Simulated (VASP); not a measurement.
Here is a VASP 6.6.1 calculation.

Contents of INCAR:

```
PREC = Accurate
ENCUT = 600
EDIFF = 1E-7
ISMEAR = 0
SIGMA = 0.03
LREAL = False
LASPH = True
NELM = 80
ALGO = Normal
ISIF = 4
LWAVE = False
LCHARG = False
GGA = PS
IBRION = 2
NSW = 40
EDIFFG = -0.01
KPAR = 2
```

The input KPOINTS:

```
regular mesh
0
Gamma
  9 9 2
```

Contents of POSCAR:

```
WSe2                                    
1.0
    3.2952487088      0.0000000000      0.0000000000
   -1.6476243544      2.8537690936      0.0000000000
    0.0000000000      0.0000000000     13.3077212923
  W               Se            
     2     4
Direct
     0.3333333332999970    0.6666666667000030    0.2500000000000000
     0.6666666667000030    0.3333333332999970    0.7500000000000000
     0.3333333332999970    0.6666666667000030    0.6231728638109004
     0.6666666667000030    0.3333333332999970    0.1231728638109004
     0.3333333332999970    0.6666666667000030    0.8768271361890996
     0.6666666667000030    0.3333333332999970    0.3768271361890996
```

Potentials or basis: VASP PAW PBE potentials, release 64 (W_sv, Se).

The run is started by

```bash
$ cat potpaw_PBE.64/W_sv/POTCAR potpaw_PBE.64/Se/POTCAR > POTCAR
$ mpirun -np 2 vasp_std > vasp.out
```

(1) Estimate the energy gained by relaxing.

(2) What does it give for the band gap on the k mesh?

## Answers

(1) 3.0 meV/atom.

(2) 1.21 eV, indirect (least direct gap 1.59 eV).

Caveat: spin-orbit coupling is left out, which moves the levels of the heavy elements; an odd mesh through Γ misses points on the zone boundary, where band edges often lie.
